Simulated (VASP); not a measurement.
Input of a VASP 6.6.1 run:

The input INCAR:

```
PREC = Accurate ; ENCUT = 520
EDIFF = 1E-7 ; ISMEAR = 0
SIGMA = 0.03 ; LREAL = False
LASPH = True ; NELM = 80
ALGO = Normal ; ISIF = 2
LWAVE = False ; LCHARG = True
LDIPOL = True ; IDIPOL = 3
DIPOL = 0.5 0.5 0.500 ; METAGGA = R2SCAN
LMIXTAU = True ; LVHAR = True
LVACPOTAV = True ; KPAR = 4
```

The input KPOINTS:

```
Automatic mesh
0
Gamma
  12 12 1
```

The input POSCAR:

```
Ge                                      
1.0
    4.0204648046      0.0000000000      0.0000000000
   -2.0102324023      3.4818246585      0.0000000000
    0.0000000000      0.0000000000     16.6800000000
  Ge            
     2
Direct
     0.3333330000000032    0.6666669999999968    0.4794463656685407
     0.6666669999999968    0.3333330000000032    0.5205536343314593
```

Potentials or basis: VASP PAW PBE potentials, release 64 (Ge_d).

Command:

```bash
$ cat potpaw_PBE.64/Ge_d/POTCAR > POTCAR
$ mpirun -np 4 vasp_std > vasp.out
```

Q: Predict the work function of the upper face.

A: 4.63 eV.

Q: Estimate the work function of the lower face.

A: 4.63 eV.

Q: Predict the band gap on the k mesh.

A: None (metal or under the smearing width).

Q: Predict the largest force.

A: 0.237 eV/Å.

Forces in eV/Å, atoms in the order of the input:
```
Ge   0.000  0.000  0.237
Ge   0.000  0.000 -0.237
```

Caveat: the PAW data sets were made with another functional, which shifts forces and pressure a little.
